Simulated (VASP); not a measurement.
VASP ran on this input.

KPOINTS:
```
Automatic mesh
0
Gamma
10 10 7
0 0 0
```

INCAR:
```
! general
SYSTEM  = TiAl
PREC    = Accurate
ENCUT   = 400
LREAL   = .False.   ! projection in real space or not
LASPH   = .True.   ! aspherical one-centre terms

! electronic loop
EDIFF   = 1E-6   ! SCF stop (eV)
NELM    = 100
ALGO    = Normal
LMAXMIX = 4

! smearing
ISMEAR  = 1   ! Methfessel-Paxton
SIGMA   = 0.1   ! width (eV)

! functional
GGA     = PE   ! PBE

! ions
ISIF    = 2

! output
LWAVE   = .False.
LCHARG  = .False.
```

File POSCAR:
```
TiAl
1.0
  2.8866000000   0.0000000000   0.0000000000
  0.0000000000   2.8866000000   0.0000000000
  0.0000000000   0.0000000000   4.1514000000
Ti Al
1 1
Cart
  0.0000000000   0.0000000000   0.0000000000
  1.4433000000   1.4433000000   2.0757000000
```

POTCAR, in this order: Ti_sv Al (PBE.64 set). Program: vasp_std.

**Question.** Write an equivalent input for Quantum ESPRESSO's pw.x.

**Answer.** One equivalent input (not run):
```
&CONTROL
  calculation = 'scf'
  pseudo_dir = './pseudo'
  outdir = './out'
  tprnfor = .true.
  tstress = .true.
/
&SYSTEM
  ibrav = 0
  nat = 2
  ntyp = 2
  ecutwfc = 84
  occupations = 'smearing'
  smearing = 'methfessel-paxton'
  degauss = 0.00735
  input_dft = 'pbe'
/
&ELECTRONS
  conv_thr = 7.3e-08
  electron_maxstep = 100
/
ATOMIC_SPECIES
  Ti 47.867 Ti.upf
  Al 26.982 Al.upf
CELL_PARAMETERS angstrom
     2.8866000    0.0000000    0.0000000
     0.0000000    2.8866000    0.0000000
     0.0000000    0.0000000    4.1514000
ATOMIC_POSITIONS crystal
  Ti   0.0000000  0.0000000  0.0000000
  Al   0.5000000  0.5000000  0.5000000
K_POINTS automatic
  10 10 7 0 0 0
```
Limits of the translation: the potentials are each code's own (VASP's PAW set, PseudoDojo norm-conserving files in pw.x), so ENCUT and ecutwfc are chosen apart and not converted; conv_thr bounds pw.x's estimated SCF error, while EDIFF bounds the energy change between steps.

The compound is TiAl in the L1_0 structure. The cell was not relaxed at this level.
